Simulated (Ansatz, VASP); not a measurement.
**Sb2As2C in VASP and in Ansatz**

```
Sb As C
1.0
    -1.60316    3.38186    5.04959
     1.60316   -3.38186    5.04959
     1.60316    3.38186   -5.04959
Sb As C
2 2 1
Direct
  0.24667 0.74667 0.50000
  0.75333 0.25333 0.50000
  0.22927 0.00000 0.22927
  0.77073 0.00000 0.77073
  0.50000 0.00000 0.50000
```

Alike in both runs: functional PBE; k mesh 12 × 12 × 12; occupations gaussian, width 0.1 eV; no spin polarisation.

Ansatz relaxed the structure, and its values are those at the end. VASP's run is a single point on that final structure, the one shown.

```csv
,VASP,Ansatz
version,VASP 6.6.1,Ansatz 0.2.0
potentials or method,"VASP PAW PBE potentials, release 64 (Sb, As, C)","scalar-relativistic, plane waves, PAW"
plane-wave cutoff (eV),520,420
valence electrons in the cell,24,64
```

|  | VASP | Ansatz | Ansatz less VASP |
| --- | --- | --- | --- |
| gap on the k mesh at the Fermi level (eV) | none | none | - |
| pressure (GPa) | 0.2 | 0.0 | -0.18 |
| rms of the force components (eV/Å) | 0.054 | 0.000 | -0.0531 |

A gap of «none» marks a metal or a gap that the smearing closes. The two sets of potentials don't hold the same shells in valence.

Spin-orbit coupling is left out, which matters for the levels of Sb.
